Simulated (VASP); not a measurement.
Given:

```
CELL_PARAMETERS angstrom
     -1.57068     1.57068     1.57857
      1.57068    -1.57068     1.57857
      1.57068     1.57068    -1.57857
ATOMIC_POSITIONS crystal
  W  0.00000 0.00000 0.00000
```

Calculation: PBEsol GGA, VASP's PBE PAW potentials (set 64) (plane waves; VASP). Numerical set-up: 480 eV cut-off, 16×16×16 Γ-centred mesh, first-order Methfessel-Paxton smearing of 0.10 eV, potentials W_sv.

Q: Give the stress tensor in GPa (positive for a compressed cell).

A: 
```
3.19  0.00  0.00
0.00  3.19  0.00
0.00  0.00  1.67
```
The pressure is its mean diagonal, 2.68 GPa.

The compound is W in the bcc structure. This cell was strained or had an atom moved on purpose.
